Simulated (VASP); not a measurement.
All values below come from PBEsol GGA, VASP's PBE PAW potentials (set 64) (plane waves; VASP).

VASP input:

INCAR:
```
SYSTEM = MgS(110) slab
PREC = Normal
ENCUT = 400
EDIFF = 1E-5
NELM = 100
ALGO = Normal
LREAL = .FALSE.
LASPH = .TRUE.
ISMEAR = 0
SIGMA = 0.05
GGA = PS
LWAVE = .TRUE.
LCHARG = .FALSE.
NELMIN = 4
LDIPOL = .TRUE.
IDIPOL = 3
DIPOL = 0.5 0.5 0.5
IBRION = 2
ISIF = 2
NSW = 50
EDIFFG = -0.03
```

**KPOINTS**
```
Regular mesh
0
G
6 4 1
0 0 0
```

File POSCAR:
```
MgS(110) slab
1.0
  3.6610882474   0.0000000000   0.0000000000
  0.0000000000   5.1775610217   0.0000000000
  0.0000000000   0.0000000000  25.9185379157
Mg S
6 6
Cartesian
  0.0000000000   0.0000000000   8.3829104737
  1.8305441237   2.5887805108  10.2134590511
  0.0000000000   0.0000000000  12.0440076284
  1.8305441237   2.5887805108  13.8745302873
  0.0000000000   0.0000000000  15.7050788646
  1.8305441237   2.5887805108  17.5356274420
  1.8305441237   0.0000000000  10.2134590511
  0.0000000000   2.5887805108   8.3829104737
  1.8305441237   0.0000000000  13.8745302873
  0.0000000000   2.5887805108  12.0440076284
  1.8305441237   0.0000000000  17.5356274420
  0.0000000000   2.5887805108  15.7050788646
```

POTCAR, in this order: Mg S (PBE.64 set). Program: vasp_std.

Problem. Estimate the energy per atom (σ→0), band gap (on the k-mesh).

Solution. 
- energy per atom (σ→0): -4.337 eV/atom
- band gap (on the k-mesh): 1.75 eV

File OSZICAR:
```
...
   7 F= -.52041453E+02 E0= -.52041453E+02  d E =-.499029E-01
       N       E                     dE             d eps       ncg     rms          rms(c)
DAV:   1    -0.520430899422E+02   -0.16413E-02   -0.50876E-02   800   0.992E-01    0.166E-01
DAV:   2    -0.520433602794E+02   -0.27034E-03   -0.36769E-03   920   0.283E-01    0.619E-02
DAV:   3    -0.520433291306E+02    0.31149E-04   -0.10797E-04   921   0.557E-02    0.390E-02
DAV:   4    -0.520433137284E+02    0.15402E-04   -0.61531E-05   884   0.335E-02    0.214E-02
DAV:   5    -0.520433115898E+02    0.21386E-05   -0.17897E-05   637   0.197E-02
   8 F= -.52043312E+02 E0= -.52043312E+02  d E =-.185849E-02
```

The cell is a thin slab with vacuum, built from MgS (rock salt): (110) face.
